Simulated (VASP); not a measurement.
Method: r2SCAN meta-GGA, VASP's PBE PAW potentials (set 64) (plane waves; VASP).

Input for VASP

INCAR:
```
SYSTEM = Tc
PREC = Accurate
ENCUT = 520
EDIFF = 1E-7
NELM = 100
ALGO = Normal
LREAL = .FALSE.
LASPH = .TRUE.
ISMEAR = 1
SIGMA = 0.1
METAGGA = R2SCAN
LMIXTAU = .TRUE.
LMAXMIX = 4
LWAVE = .FALSE.
LCHARG = .FALSE.
ISIF = 4
IBRION = 2
NSW = 30
EDIFFG = -0.01
```

POSCAR:
```
Tc
1
    1.3812520158    -2.3923990649     0.0000000000
    1.3812520158     2.3923990649     0.0000000000
    0.0000000000     0.0000000000     4.4332068906
Tc
2
Direct
  0.3333330000   0.6666670000   0.2500000000
  0.6666670000   0.3333330000   0.7500000000
```

File KPOINTS:
```
Automatic mesh
0
Gamma
15 15 8
0 0 0
```

POTCAR, in this order: Tc_pv (PBE.64 set). Program: vasp_std.

The resulting files:

OSZICAR:
```
       N       E                     dE             d eps       ncg     rms          rms(c)
DAV:   1     0.285699025181E+03    0.28570E+03   -0.17164E+04  4598   0.165E+03
DAV:   2    -0.558860933862E+02   -0.34159E+03   -0.33834E+03  5138   0.469E+02
DAV:   3    -0.644912361850E+02   -0.86051E+01   -0.84087E+01  5608   0.867E+01
DAV:   4    -0.645819883771E+02   -0.90752E-01   -0.90269E-01  5125   0.842E+00
DAV:   5    -0.645827561267E+02   -0.76775E-03   -0.76765E-03  5106   0.780E-01    0.283E+01
DAV:   6    -0.530496511760E+02    0.11533E+02   -0.12126E+01  4711   0.409E+01    0.309E+00
DAV:   7    -0.508235302747E+02    0.22261E+01   -0.13777E+00  5101   0.858E+00    0.108E+00
DAV:   8    -0.518298870335E+02   -0.10064E+01   -0.12561E+00  4789   0.753E+00    0.172E+00
DAV:   9    -0.519074430399E+02   -0.77556E-01   -0.41222E-02  4746   0.223E+00    0.556E-01
DAV:  10    -0.519103012355E+02   -0.28582E-02   -0.45831E-02  4590   0.269E+00    0.457E-01
DAV:  11    -0.519094558659E+02    0.84537E-03   -0.69521E-04  5336   0.234E-01    0.378E-01
DAV:  12    -0.519068223126E+02    0.26336E-02   -0.67710E-03  4594   0.856E-01    0.998E-02
DAV:  13    -0.519085650718E+02   -0.17428E-02   -0.14824E-03  4925   0.269E-01    0.396E-02
DAV:  14    -0.519086247924E+02   -0.59721E-04   -0.62897E-05  4690   0.682E-02    0.402E-02
DAV:  15    -0.519086381436E+02   -0.13351E-04   -0.10761E-05  4721   0.309E-02    0.502E-02
DAV:  16    -0.519086377579E+02    0.38576E-06   -0.28842E-05  4597   0.612E-02    0.301E-02
DAV:  17    -0.519086346760E+02    0.30818E-05   -0.58825E-05  4801   0.786E-02    0.327E-03
DAV:  18    -0.519086336557E+02    0.10203E-05   -0.17184E-06  5238   0.128E-02    0.645E-03
DAV:  19    -0.519086340291E+02   -0.37342E-06   -0.15259E-06  4625   0.134E-02    0.129E-03
DAV:  20    -0.519086335694E+02    0.45973E-06   -0.25658E-08  2301   0.173E-03    0.683E-04
DAV:  21    -0.519086338934E+02   -0.32402E-06   -0.34234E-08  2298   0.159E-03    0.480E-05
DAV:  22    -0.519086337060E+02    0.18736E-06   -0.41543E-09  2295   0.736E-04    0.132E-04
DAV:  23    -0.519086337570E+02   -0.50951E-07   -0.10163E-09  2295   0.352E-04
   1 F= -.51908634E+02 E0= -.51908889E+02  d E =-.519086E+02
       N       E                     dE             d eps       ncg     rms          rms(c)
DAV:   1    -0.519129993328E+02   -0.43656E-02   -0.23640E-01  4598   0.430E+00    0.390E-01
DAV:   2    -0.519088503380E+02    0.41490E-02   -0.64240E-03  4967   0.690E-01    0.175E-01
DAV:   3    -0.519085478972E+02    0.30244E-03   -0.23452E-03  5607   0.445E-01    0.347E-02
DAV:   4    -0.519087725495E+02   -0.22465E-03   -0.11043E-04  4979   0.998E-02    0.217E-02
DAV:   5    -0.519087893345E+02   -0.16785E-04   -0.13171E-05  4938   0.332E-02    0.626E-03
DAV:   6    -0.519087881493E+02    0.11852E-05   -0.10879E-05  4808   0.382E-02    0.238E-03
DAV:   7    -0.519087963661E+02   -0.82168E-05   -0.19734E-06  4857   0.129E-02    0.117E-03
DAV:   8    -0.519087901313E+02    0.62349E-05   -0.71466E-07  4597   0.104E-02    0.289E-04
DAV:   9    -0.519087924267E+02   -0.22954E-05   -0.13336E-08  2330   0.135E-03    0.123E-04
DAV:  10    -0.519087905900E+02    0.18367E-05   -0.57398E-09  2295   0.872E-04    0.292E-05
DAV:  11    -0.519087909610E+02   -0.37098E-06   -0.42801E-10  2295   0.220E-04    0.236E-05
DAV:  12    -0.519087908070E+02    0.15396E-06   -0.13652E-10  2295   0.116E-04    0.160E-05
DAV:  13    -0.519087908651E+02   -0.58084E-07   -0.66342E-11  2295   0.625E-05
   2 F= -.51908791E+02 E0= -.51909109E+02  d E =-.157108E-03
       N       E                     dE             d eps       ncg     rms          rms(c)
DAV:   1    -0.519094236650E+02   -0.63286E-03   -0.31420E-02  4598   0.157E+00    0.142E-01
DAV:   2    -0.519088856354E+02    0.53803E-03   -0.85183E-04  4959   0.250E-01    0.642E-02
DAV:   3    -0.519088213854E+02    0.64250E-04   -0.31743E-04  5591   0.163E-01    0.125E-02
DAV:   4    -0.519088620731E+02   -0.40688E-04   -0.15322E-05  4978   0.371E-02    0.777E-03
DAV:   5    -0.519088567072E+02    0.53659E-05   -0.16573E-06  4924   0.120E-02    0.230E-03
DAV:   6    -0.519088668071E+02   -0.10100E-04   -0.16965E-06  4815   0.150E-02    0.733E-04
DAV:   7    -0.519088635557E+02    0.32513E-05   -0.26435E-07  3908   0.492E-03    0.355E-04
DAV:   8    -0.519088658222E+02   -0.22665E-05   -0.52624E-08  2307   0.284E-03    0.119E-04
DAV:   9    -0.519088649595E+02    0.86270E-06   -0.37250E-09  2295   0.765E-04    0.402E-05
DAV:  10    -0.519088656640E+02   -0.70447E-06   -0.14009E-09  2295   0.522E-04    0.174E-05
DAV:  11    -0.519088655032E+02    0.16074E-06   -0.24883E-10  2295   0.200E-04    0.189E-05
DAV:  12    -0.519088655657E+02   -0.62458E-07   -0.54612E-11  2295   0.779E-05
   3 F= -.51908866E+02 E0= -.51909166E+02  d E =-.231809E-03
```

OUTCAR:
```
------------------------ aborting loop because EDIFF is reached ----------------------------------------
  FORCE on cell =-STRESS in cart. coord.  units (eV):
  Direction    XX          YY          ZZ          XY          YZ          ZX
  --------------------------------------------------------------------------------------
  Total       -1.6507793     -1.6507798     -1.6511543     -0.0000000     -0.0000000      0.0000000
  in kB      -90.2703357    -90.2703641    -90.2908390     -0.0000000     -0.0000000      0.0000000
  external PRESSURE =     -90.2771796 kB  Pullay stress =       0.0000000 kB
  volume of cell :       29.30
      direct lattice vectors                 reciprocal lattice vectors
     1.382761288 -2.395013183  0.000000000     0.361595312 -0.208767118  0.000000000
     1.382761288  2.395013183 -0.000000000     0.361595312  0.208767118  0.000000000
    -0.000000000  0.000000000  4.423534590     0.000000000  0.000000000  0.226063565
 POSITION                                       TOTAL-FORCE (eV/Angst)
 -----------------------------------------------------------------------------------
      1.38276      0.79834      1.10588         0.000000      0.000000      0.000000
      1.38276     -0.79834      3.31765        -0.000000     -0.000000      0.000000
 -----------------------------------------------------------------------------------
    total drift:                               -0.000000      0.000630     -0.000043
  FREE ENERGIE OF THE ION-ELECTRON SYSTEM (eV)
  ---------------------------------------------------
  free  energy   TOTEN  =       -51.9088655657 eV

  energy  without entropy=      -51.9097672084  energy(sigma->0) =      -51.90916611

 reached required accuracy - stopping structural energy minimisation
```
(Selected blocks of OUTCAR.)

CONTCAR:
```
Tc
   1.00000000000000
     1.3827612884118556   -2.3950131830045991    0.0000000000000000
     1.3827612884118556    2.3950131830045991   -0.0000000000000000
    -0.0000000000000000    0.0000000000000000    4.4235345895693037
  Tc
     2
Direct
     0.3333330000000032    0.6666669999999968    0.2500000000000000
     0.6666669999999968    0.3333330000000032    0.7500000000000000
```

### OUTCAR
```
 val. band max:       12.1394742525   @ k =   0.0667   0.0000   0.1250

 cond. band min:      12.1677424178   @ k =   0.3333   0.2667   0.5000


 Fermi energy:        12.1466771152

 k-point     1 :       0.0000    0.0000    0.0000
  band No.  band energies     occupation
      1     -28.5557      2.00000
      2     -27.4511      2.00000
      3     -27.4511      2.00000
      4     -27.2624      2.00000
      5     -27.2624      2.00000
      6     -27.2150      2.00000
      7       4.5424      2.00000
      8       6.6129      2.00000
      9      10.6330      2.00000
     10      10.6330      2.00000
     11      10.7183      2.00000
     12      11.3565      2.00000
     13      11.3565      2.00000
     14      12.0504      2.04159
     15      12.0504      2.04151
     16      13.7955     -0.00000
     17      14.7592      0.00000

 k-point     2 :       0.0667    0.0000    0.0000
  band No.  band energies     occupation
      1     -28.5375      2.00000
      2     -27.4918      2.00000
      3     -27.4644      2.00000
      4     -27.3048      2.00000
      5     -27.2680      2.00000
      6     -27.2227      2.00000
      7       4.7142      2.00000
      8       6.7516      2.00000
      9      10.2610      2.00000
     10      10.7776      2.00000
     11      11.0371      2.00000
     12      11.2680      2.00000
     13      11.4908      2.00000
     14      11.8402      2.00013
     15      11.9364      2.01130
     16      12.8833     -0.00000
     17      14.8304      0.00000

 k-point     3 :       0.1333   -0.0000    0.0000
  band No.  band energies     occupation
      1     -28.4843      2.00000
      2     -27.6068      2.00000
      3     -27.5011      2.00000
      4     -27.4227      2.00000
      5     -27.2845      2.00000
      6     -27.2460      2.00000
      7       5.2018      2.00000
      8       7.1152      2.00000
      9       9.7962      2.00000
     10      10.9983      2.00000
     11      11.0050      2.00000
...
```

The compound is Tc in the hcp structure. This cell is one point of a volume scan, at 1.03 of the reference volume. Symmetry was kept, so distortions that lower it aren't found.
